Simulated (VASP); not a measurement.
# Mg2Cd3O5 (P4/nmm) in VASP: a series of runs, part 2 of 2

VASP 6.6.1.

**3. Single point, HSE06**

This run uses another cell than the first one, of 11.78 Å³/atom, 1.034 times its volume.

POSCAR reads:

```
Mg2Cd3O5                                
1.0
    3.2215693196      0.0000000000     -0.0000000000
   -0.0000000000      3.2215693196     -0.0000000000
    0.0000000000      0.0000000000     22.6987038425
  Cd              Mg              O             
     6     4    10
Direct
     0.0000000000000000    0.0000000000000000    0.9958789114984202
     0.5000000000000000    0.5000000000000000    0.1011747144725892
     0.0000000000000000    1.0000000000000000    0.2090052412666458
     0.5000000000000000    0.5000000000000000    0.3159057887333526
     0.0000000000000000    1.0000000000000000    0.4237363255274171
     0.5000000000000000    0.5000000000000000    0.5290321185015781
     0.0000000000000000    0.0000000000000000    0.6279152369234958
     0.5000000000000000    0.5000000000000000    0.7183146224644599
     0.0000000000000000    0.0000000000000000    0.8065964075355385
     0.5000000000000000    0.5000000000000000    0.8969957930765026
     0.5000000000000000    0.5000000000000000    0.9914308470475924
     0.0000000000000000    0.0000000000000000    0.1017870706915395
     0.5000000000000000    0.5000000000000000    0.2085620206992707
     1.0000000000000000    1.0000000000000000    0.3163490093007278
     0.5000000000000000    0.5000000000000000    0.4231239693084667
     1.0000000000000000    1.0000000000000000    0.5334801829524060
     0.5000000000000000    0.5000000000000000    0.6297537630693866
     0.0000000000000000    0.0000000000000000    0.7176685042745160
     0.5000000000000000    0.5000000000000000    0.8072425257254824
     0.0000000000000000    0.0000000000000000    0.8951572669306118
```

INCAR.step1 reads:

```
ALGO = Normal ; EDIFF = 1E-5
ENCUT = 520 ; GGA = PE
ISIF = 2 ; ISMEAR = -1
LASPH = True ; LCHARG = False
LREAL = False ; LWAVE = True
NBANDS = 86 ; NELM = 80
PREC = Accurate ; SIGMA = 0.05
```

INCAR.step2 reads:

```
ALGO = Normal ; EDIFF = 1E-6
ENCUT = 520 ; GGA = PE
HFSCREEN = 0.2 ; ISIF = 2
ISMEAR = -1 ; ISTART = 1
LASPH = True ; LCHARG = False
LHFCALC = True ; LREAL = False
LWAVE = False ; NBANDS = 86
NELM = 80 ; PREC = Accurate
PRECFOCK = Fast ; SIGMA = 0.05
```

KPOINTS reads:

```
k-points
0
Gamma
  4 4 1
```

Potentials or basis: VASP PAW PBE potentials, release 64 (Cd, Mg, O).

Run with:

```console
cat potpaw_PBE.64/Cd/POTCAR potpaw_PBE.64/Mg/POTCAR potpaw_PBE.64/O/POTCAR > POTCAR
cp INCAR.step1 INCAR
mpirun -np 8 vasp_std > vasp.out
cp INCAR.step2 INCAR
mpirun -np 8 vasp_std > vasp.out
```

OUTCAR:

```text
EDIFF = 1E-6
   ENCUT = 520
   GGA = PE
   HFSCREEN = 0.2
   ISIF = 2
   ISMEAR = -1
   ISTART = 1
   LASPH = True
   LHFCALC = True
   LREAL = False
   NELM = 80
   PREC = Accurate
   PRECFOCK = Fast

 ion  position               nearest neighbor table
   1  0.000  0.000  0.996-  11 2.28  11 2.28  11 2.28  11 2.28  20 2.29  12 2.40  10 3.20  10 3.20
                            10 3.20  10 3.20   2 3.30   2 3.30   2 3.30   2 3.30
   2  0.500  0.500  0.101-  12 2.28  12 2.28  12 2.28  12 2.28  13 2.44  11 2.49   1 3.30   1 3.30
                             1 3.30   1 3.30   3 3.34   3 3.34   3 3.34   3 3.34
   3  0.000  0.000  0.209-  13 2.28  13 2.28  13 2.28  13 2.28  12 2.43  14 2.44   4 3.33   4 3.33
                             4 3.33   4 3.33   2 3.34   2 3.34   2 3.34   2 3.34
   4  0.500  0.500  0.316-  14 2.28  14 2.28  14 2.28  14 2.28  15 2.43  13 2.44   3 3.33   3 3.33
                             3 3.33   3 3.33   5 3.34   5 3.34   5 3.34   5 3.34
   5  0.000  0.000  0.424-  15 2.28  15 2.28  15 2.28  15 2.28  14 2.44  16 2.49   6 3.30   6 3.30
                             6 3.30   6 3.30   4 3.34   4 3.34   4 3.34   4 3.34
   6  0.500  0.500  0.529-  16 2.28  16 2.28  16 2.28  16 2.28  17 2.29  15 2.40   7 3.20   7 3.20
                             7 3.20   7 3.20   5 3.30   5 3.30   5 3.30   5 3.30
   7  0.000  0.000  0.628-  18 2.04  16 2.14  17 2.28  17 2.28  17 2.28  17 2.28   8 3.07   8 3.07
                             8 3.07   8 3.07   6 3.20   6 3.20   6 3.20   6 3.20
   8  0.500  0.500  0.718-  17 2.01  19 2.02  18 2.28  18 2.28  18 2.28  18 2.28   9 3.03   9 3.03
                             9 3.03   9 3.03   7 3.07   7 3.07   7 3.07   7 3.07
   9  0.000  0.000  0.807-  20 2.01  18 2.02  19 2.28  19 2.28  19 2.28  19 2.28   8 3.03   8 3.03
                             8 3.03   8 3.03  10 3.07  10 3.07  10 3.07  10 3.07
  10  0.500  0.500  0.897-  19 2.04  11 2.14  20 2.28  20 2.28  20 2.28  20 2.28   9 3.07   9 3.07
                             9 3.07   9 3.07   1 3.20   1 3.20   1 3.20   1 3.20
  11  0.500  0.500  0.991-  10 2.14   1 2.28   1 2.28   1 2.28   1 2.28   2 2.49
  12  0.000  0.000  0.102-   2 2.28   2 2.28   2 2.28   2 2.28   1 2.40   3 2.43
  13  0.500  0.500  0.209-   3 2.28   3 2.28   3 2.28   3 2.28   4 2.44   2 2.44
  14  0.000  0.000  0.316-   4 2.28   4 2.28   4 2.28   4 2.28   3 2.44   5 2.44
  15  0.500  0.500  0.423-   5 2.28   5 2.28   5 2.28   5 2.28   6 2.40   4 2.43
  16  0.000  0.000  0.533-   7 2.14   6 2.28   6 2.28   6 2.28   6 2.28   5 2.49
  17  0.500  0.500  0.630-   8 2.01   7 2.28   7 2.28   7 2.28   7 2.28   6 2.29
  18  0.000  0.000  0.718-   9 2.02   7 2.04   8 2.28   8 2.28   8 2.28   8 2.28
  19  0.500  0.500  0.807-   8 2.02  10 2.04   9 2.28   9 2.28   9 2.28   9 2.28
  20  0.000  0.000  0.895-   9 2.01  10 2.28  10 2.28  10 2.28  10 2.28   1 2.29

  LATTYP: Found a simple tetragonal cell.
 ALAT       =     3.2215693196
 C/A-ratio  =     7.0458529961

  Lattice vectors:

 A1 = (   3.2215693196,   0.0000000000,   0.0000000000)
 A2 = (   0.0000000000,   3.2215693196,   0.0000000000)
 A3 = (   0.0000000000,   0.0000000000,  22.6987038425)

Analysis of symmetry for initial positions (statically):
=====================================================================
 Subroutine PRICEL returns:
 Original cell was already a primitive cell.

 Routine SETGRP: Setting up the symmetry group for a
 simple tetragonal supercell.

 Subroutine GETGRP returns: Found 16 space group operations
 (whereof  8 operations were pure point group operations)
 out of a pool of 16 trial point group operations.

The static configuration has the point symmetry C_4v.
 The point group associated with its full space group is D_4h.

Analysis of symmetry for dynamics (positions and initial velocities):
=====================================================================
 Subroutine PRICEL returns:
 Original cell was already a primitive cell.

 Routine SETGRP: Setting up the symmetry group for a
 simple tetragonal supercell.

[... 121 lines left out ...]
   NELM   =     80;   NELMIN=  2; NELMDL=  0     # of ELM steps
   EDIFF  = 0.1E-05   stopping-criterion for ELM
   LREAL  =      F    real-space projection
   EDIFFG = 0.1E-04   stopping-criterion for IOM
   NSW    =      0    number of steps for IOM
   IBRION =     -1    ionic relax: 0-MD 1-quasi-New 2-CG
   NFREE  =      0    steps in history (QN), initial steepest desc. (CG)
   ISIF   =      2    stress and relaxation
   ISYM   =      3    0-nonsym 1-usesym 2-fastsym
   POTIM  = 0.5000    time-step for ionic-motion
   TEBEG  =    0.0;   TEEND  =   0.0 temperature during run
   PSTRESS=    0.0 pullay stress
   NELECT =     140.0000    total number of electrons
   NUPDOWN=      -1.0000    fix difference up-down
   EMIN   =  10.00;   EMAX   =-10.00  energy-range for DOS
   EFERMI =   0.00;   METHOD = LEGACY
   ISMEAR =    -1;   SIGMA  =   0.05  broadening in eV -4-tet -1-fermi 0-gaus
   EFERMI_NEDOS =   21; number of points for ismear=-14 and -15
   IALGO  =     38    algorithm
   IMIX   =      1    mixing-type and parameters
     AMIX     =   0.40;   BMIX     =  1.00
     AMIX_MAG =   1.60;   BMIX_MAG =  1.00
  volume/ion in A,a.u.               =      11.78        79.49
  Fermi-wavevector in a.u.,A,eV,Ry     =   1.376382  2.600984 25.775232  1.894426
  Thomas-Fermi vector in A             =   2.501631
   LORBIT       =      0    0 simple, 1 ext, 2 COOP (PROOUT), +10 PAW based schemes
   GGA     = PE    functional components
   LHFCALC =     T    Hartree Fock is set to
   PRECFOCK=fast      Normal, Fast or Accurate (Low or Medium for compatibility)
   ENCUT4O =  -1.0   cutoff for four orbital integrals eV
   NKREDX  =     1    reduce k-point grid by
   NKREDY  =     1    reduce k-point grid by
   NKREDZ  =     1    reduce k-point grid by
   AEXX    =    0.2500 exact exchange contribution
   HFSCREEN=    0.2000 screening length (either q_TF or 0.3 A-1)
   HFSCREENC=   0.2000 screening length for correlation (either q_TF or 0.3 A-1)
   ENCUTFOCK=  -1.0 apply spherical cutoff to Coloumb kernel
   IVDW    =     0    specifies the selected vdW correction
   LEPSILON=     F    determine dielectric tensor
   LRPA    =     F    only Hartree local field effects (RPA)
 non-spin polarized calculation
  energy-cutoff  :      520.00
  volume of cell :      235.58
 maximum number of plane-waves:      6384
 NGX is ok and might be reduce to    24
  NGX = 14; NGY = 14; NGZ = 98

 number of electron     139.9999906 magnetization

 Free energy of the ion-electron system (eV)
  ---------------------------------------------------
  ext. energy  EPLUGINS =         0.00000000
  ---------------------------------------------------
  free energy    TOTEN  =      -115.52497324 eV

  energy without entropy =     -115.52496614  energy(sigma->0) =     -115.52496969

 E-fermi :   2.2491     XC(G=0):  -9.2931

 val. band max:        1.6831942904   @ k =   0.5000   0.0000   0.0000
 cond. band min:       2.7454743261   @ k =   0.0000   0.0000   0.0000
 fundamental gap:      1.0622800357
 Fermi energy:         2.2490702183

 k-point     1 :       0.0000    0.0000    0.0000
  band No.  band energies     occupation
      1     -17.9741      2.00000
      2     -17.8401      2.00000
      3     -17.6353      2.00000
      4     -17.4595      2.00000
      5     -17.3664      2.00000
      6     -17.3434      2.00000
[... 499 lines left out ...]
     81      12.0390      0.00000
     82      12.0390      0.00000
 [bands above 82 left out]

------------------------ aborting loop because EDIFF is reached ----------------------------------------

  FORCE on cell =-STRESS in cart. coord.  units (eV):
  Direction    XX          YY          ZZ          XY          YZ          ZX
  --------------------------------------------------------------------------------------
  -------------------------------------------------------------------------------------
  Total        1.4538216      1.4538216      0.2419325      0.0000000      0.0000000     -0.0000000
  in kB        9.8874813      9.8874813      1.6453897      0.0000000      0.0000000     -0.0000000
  external PRESSURE =       7.1401174 kB  Pullay stress =       0.0000000 kB

 VOLUME and BASIS-vectors are now :
 -----------------------------------------------------------------------------
  energy-cutoff  :      520.00
  volume of cell :      235.58
      direct lattice vectors                 reciprocal lattice vectors
     3.221569320  0.000000000  0.000000000     0.310407724  0.000000000  0.000000000
     0.000000000  3.221569320  0.000000000     0.000000000  0.310407724  0.000000000
     0.000000000  0.000000000 22.698703842     0.000000000  0.000000000  0.044055379

 POSITION                                       TOTAL-FORCE (eV/Angst)
 -----------------------------------------------------------------------------------
      0.00000      0.00000     22.60516        -0.000000     -0.000000     -0.161474
      1.61078      1.61078      2.29653         0.000000      0.000000     -0.053630
      0.00000      0.00000      4.74415         0.000000     -0.000000     -0.024356
      1.61078      1.61078      7.17065        -0.000000     -0.000000      0.024356
      0.00000      0.00000      9.61827        -0.000000     -0.000000      0.053630
      1.61078      1.61078     12.00834        -0.000000     -0.000000      0.161474
[... 12 lines left out ...]
      1.61078      1.61078     18.32336         0.000000     -0.000000     -0.005425
      0.00000      0.00000     20.31891        -0.000000     -0.000000     -0.009637
 -----------------------------------------------------------------------------------
    total drift:                               -0.000000      0.000000     -0.000639

  FREE ENERGIE OF THE ION-ELECTRON SYSTEM (eV)
  ---------------------------------------------------
  free  energy   TOTEN  =      -115.5249732378 eV

  energy  without entropy=     -115.5249661443  energy(sigma->0) =     -115.52496969
```

Run time: 44 min. Hardware: 8 MPI ranks of Intel Xeon Platinum 8559C (Emerald Rapids), shared host; peak memory 0.36 GiB.

Results:

```
Free energy            : -115.5250 eV
Pressure               : 0.7 GPa
Largest force          : 0.161 eV/Å
Band gap on the k mesh : 1.06 eV, indirect (least direct gap 1.64 eV)
```

Forces on the atoms (eV/Å):
```
Cd   0.000  0.000 -0.161
Cd   0.000  0.000 -0.054
Cd   0.000  0.000 -0.024
Cd   0.000  0.000  0.024
Cd   0.000  0.000  0.054
Cd   0.000  0.000  0.161
Mg   0.000  0.000  0.110
Mg   0.000  0.000 -0.009
Mg   0.000  0.000  0.009
Mg   0.000  0.000 -0.110
O    0.000  0.000  0.045
O    0.000  0.000  0.062
O    0.000  0.000  0.019
O    0.000  0.000 -0.019
O    0.000  0.000 -0.062
O    0.000  0.000 -0.045
O    0.000  0.000  0.010
O    0.000  0.000  0.005
O    0.000  0.000 -0.005
O    0.000  0.000 -0.010
```

Levels at points of the mesh, in eV from the valence-band top:
```csv
k point,band 68,band 69,band 70,band 71,band 72,band 73
"(0.00, 0.00, 0.00)",-1.02,-0.58,-0.58,1.06,2.29,3.48
"(0.50, 0.00, 0.00)",-0.30,0.00,0.00,5.62,5.62,6.16
"(0.50, 0.50, 0.00)",-2.03,-1.59,-1.59,5.59,5.59,6.34
```

Caveat: the k mesh is coarse (spacing up to 0.49 Å⁻¹), so the values aren't converged, least of all with exact exchange; the PAW data sets were made with another functional, which shifts forces and pressure a little; an odd mesh through Γ misses points on the zone boundary, where band edges often lie.
